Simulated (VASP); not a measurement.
```
CELL_PARAMETERS angstrom
     -1.68300     1.68300     1.68300
      1.68300    -1.68300     1.68300
      1.68300     1.68300    -1.68300
ATOMIC_POSITIONS crystal
  Ta 0.00000 0.00000 0.00000
```

All values below come from PBE GGA, VASP's PBE PAW potentials (set 64) (plane waves; VASP 6.6.1). Numerical set-up: 400 eV cut-off, 14×14×14 Γ-centred mesh, first-order Methfessel-Paxton smearing of 0.10 eV, potentials Ta_pv.

Q: Give the stress tensor in GPa (positive for a compressed cell).

A: 
```
-7.99   0.00   0.00
 0.00  -7.99   0.00
 0.00   0.00  -7.99
```
The pressure is its mean diagonal, -7.99 GPa.

The compound is Ta in the bcc structure. The cell was not relaxed at this level.
